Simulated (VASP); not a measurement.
Calculation: PBE GGA with D3 dispersion (zero damping), VASP's PBE PAW potentials (set 64) (plane waves; VASP).

Input for VASP

File KPOINTS:
```
k-points along high-symmetry lines
15
Line-mode
Reciprocal
  0.000000   0.000000   0.000000 ! GAMMA
  0.500000   0.000000   0.500000 ! X

  0.500000   0.000000   0.500000 ! X
  0.625000   0.250000   0.625000 ! U

  0.375000   0.375000   0.750000 ! K
  0.000000   0.000000   0.000000 ! GAMMA

  0.000000   0.000000   0.000000 ! GAMMA
  0.500000   0.500000   0.500000 ! L

  0.500000   0.500000   0.500000 ! L
  0.500000   0.250000   0.750000 ! W

  0.500000   0.250000   0.750000 ! W
  0.500000   0.000000   0.500000 ! X
```

**INCAR**
```
ALGO  =  Normal
EDIFF  =  1E-7
ENCUT  =  520
GGA  =  PE
ICHARG  =  11
ISMEAR  =  0
IVDW  =  11
LASPH  =  .True.
LCHARG  =  .False.
LORBIT  =  11
LREAL  =  .False.
LWAVE  =  .False.
NELM  =  100
PREC  =  Accurate
SIGMA  =  0.05
SYSTEM  =  KF
```

**POSCAR**
```
KF
1
    0.0000000000     2.6917699503     2.6917699503
    2.6917699503    -0.0000000000     2.6917699503
    2.6917699503     2.6917699503     0.0000000000
K F
1 1
Direct
  0.0000000000   0.0000000000   0.0000000000
  0.5000000000   0.5000000000   0.5000000000
```

POTCAR, in this order: K_sv F (PBE.64 set). Program: vasp_std. Read from the step before: CHGCAR.

Q: What will the output report for the number of irreducible k-points (NKPTS), largest plane-wave count, number of space-group operations, FFT grid (NGX, NGY, NGZ)?

A: 
```
Property                                       Value
--------------------------------------  ------------
number of irreducible k-points (NKPTS)            90
largest plane-wave count                        1067
number of space-group operations                  48
FFT grid (NGX, NGY, NGZ)                28 × 28 × 28
```

The compound is KF in the rock salt structure. It was relaxed first.
